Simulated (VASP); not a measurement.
All values below come from PBE GGA, VASP's PBE PAW potentials (set 64) (plane waves; VASP).

VASP input:

INCAR:
```
ALGO = Normal
SIGMA = 0.1
GGA = PE
LWAVE = .FALSE.
NELM = 100   ! most electronic steps
EDIFF = 1E-7
ENCUT = 480   ! plane-wave cut-off (eV)
ISIF = 2
PREC = Accurate
LCHARG = .FALSE.
LREAL = .FALSE.
ISMEAR = 1
LMAXMIX = 4
LASPH = .TRUE.   ! aspherical one-centre terms
SYSTEM = TiAl
```

File KPOINTS:
```
kpoints
0
G
12 12 8
```

File POSCAR:
```
TiAl
1
    2.8233481733     0.0000000000     0.0000000000
    0.0000000000     2.8233481733     0.0000000000
    0.0000000000     0.0000000000     3.8974245746
Ti Al
1 1
Direct
  0.0000000000   0.0000000000   0.0000000000
  0.5000000000   0.5000000000   0.5000000000
```

POTCAR, in this order: Ti_sv Al (PBE.64 set). Program: vasp_std.

**Question.** Predict the energy per atom (σ→0), pressure, band gap (on the k-mesh).

**Answer.** 
The energy per atom (σ→0) comes out as -6.182 eV/atom and the band gap (on the k-mesh) is none (metal, semimetal or under 0.01 eV). The pressure is 5.21 GPa.

**OSZICAR**
```
...
DAV:   9    -0.123626400311E+02    0.96640E-03   -0.15090E-02  3672   0.148E+00    0.229E-01
DAV:  10    -0.123629986589E+02   -0.35863E-03   -0.11538E-03  3917   0.386E-01    0.516E-02
DAV:  11    -0.123629824576E+02    0.16201E-04   -0.20091E-04  3672   0.138E-01    0.422E-02
DAV:  12    -0.123629855746E+02   -0.31170E-05   -0.23096E-05  3527   0.560E-02    0.102E-02
DAV:  13    -0.123629854057E+02    0.16885E-06   -0.18531E-06  3776   0.180E-02    0.499E-03
DAV:  14    -0.123629856255E+02   -0.21976E-06   -0.34163E-07  3267   0.842E-03    0.742E-04
DAV:  15    -0.123629856163E+02    0.92152E-08   -0.12568E-08  1762   0.119E-03
   1 F= -.12362986E+02 E0= -.12363248E+02  d E =0.785903E-03
```

The compound is TiAl in the L1_0 structure. This cell was strained or had an atom moved on purpose. The electron count is odd and the run is not spin-polarised, which forces a metal.
